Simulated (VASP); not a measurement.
PtF2, 3 atoms in the cell. Symmetry: Fm-3m, No. 225, cubic system. The conventional cell has a = 5.105 Å, b = 5.105 Å, c = 5.105 Å, α = 90.00°, β = 90.00°, γ = 90.00°. Around Pt (site symmetry m-3m) lie 8 F at 2.21 Å. F (site symmetry -43m) is surrounded by 4 Pt at 2.21 Å. The cell comes from a database or a generator and needn't be the stable form of this composition.

* Program: VASP 6.6.1
* Task: single point
* Functional: PBE
* Potentials or basis: VASP PAW PBE potentials, release 64 (Pt, F)
* Cutoff: 520 eV
* k mesh: 6 × 6 × 6
* Occupations: gaussian, width 0.05 eV
* Spin: collinear spin, random start
* Starting moments: [-0.52, 0.0, 0.0] μB
* Further INCAR settings: ALGO = Normal; EDIFF = 1e-06; NBANDS = 23

Potentials or basis: VASP PAW PBE potentials, release 64 (Pt, F).

Command:

```sh
$ cat potpaw_PBE.64/Pt/POTCAR potpaw_PBE.64/F/POTCAR > POTCAR
$ mpirun -np 1 vasp_std > vasp.out
```

Hardware: 1 thread of AMD EPYC 7R43 64-Core Processor (Zen 3), on a shared host.

Task: How long does it take, and how much memory?

Result: Run time: 50 s on 1 thread of AMD EPYC 7R43 64-Core Processor (Zen 3) (shared host), peak memory 0.14 GiB. Counts: scf iterations 22, k points 16.
